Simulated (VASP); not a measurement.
Input:

```
HgI2
1.0
    0.00000     3.76932     3.76932
    3.76932     0.00000     3.76932
    3.76932     3.76932     0.00000
Hg I
1 2
Direct
  0.00000   0.00000   0.00000
  0.25000   0.25000   0.25000
  0.75000   0.75000   0.75000
```

Computed with PBEsol GGA with spin-orbit coupling, VASP's PBE PAW potentials (set 64) (plane waves; VASP 6.6.1). Run with 400 eV cut-off, 7×7×7 Γ-centred mesh, Gaussian smearing of 0.050 eV, potentials Hg I.

Question: Give the energies of bands 15 to 28 at the high-symmetry points, in eV from the Fermi level.

Answer: 
```json
[
 {"band": "15", "Γ": "-2.52", "X": "-5.14", "U": "-5.17", "L": "-4.32", "W": "-5.24"},
 {"band": "16", "Γ": "-2.52", "X": "-5.14", "U": "-5.17", "L": "-4.32", "W": "-5.24"},
 {"band": "17", "Γ": "-1.91", "X": "-3.91", "U": "-3.56", "L": "-2.99", "W": "-3.83"},
 {"band": "18", "Γ": "-1.91", "X": "-3.91", "U": "-3.56", "L": "-2.99", "W": "-3.83"},
 {"band": "19", "Γ": "-1.91", "X": "-3.48", "U": "-3.22", "L": "-2.29", "W": "-2.26"},
 {"band": "20", "Γ": "-1.91", "X": "-3.48", "U": "-3.22", "L": "-2.29", "W": "-2.26"},
 {"band": "21", "Γ": "-1.84", "X": "-0.70", "U": "-1.29", "L": "-2.13", "W": "-2.25"},
 {"band": "22", "Γ": "-1.84", "X": "-0.70", "U": "-1.29", "L": "-2.13", "W": "-2.25"},
 {"band": "23", "Γ": "-1.83", "X": "0.00", "U": "-0.42", "L": "-1.82", "W": "-0.25"},
 {"band": "24", "Γ": "-1.83", "X": "0.00", "U": "-0.42", "L": "-1.82", "W": "-0.25"},
 {"band": "25", "Γ": "-0.70", "X": "0.01", "U": "-0.10", "L": "-1.38", "W": "0.09"},
 {"band": "26", "Γ": "-0.70", "X": "0.01", "U": "-0.10", "L": "-1.38", "W": "0.09"},
 {"band": "27", "Γ": "-0.70", "X": "0.26", "U": "0.39", "L": "1.12", "W": "0.45"},
 {"band": "28", "Γ": "-0.70", "X": "0.26", "U": "0.39", "L": "1.12", "W": "0.45"}
]
```

It has no gap at this level: it comes out as a metal or semimetal.

The structure was generated: HgI2 was put into the fluorite type (Fm-3m), which need not be its known phase. It was relaxed first, which changed the volume by +17 %.
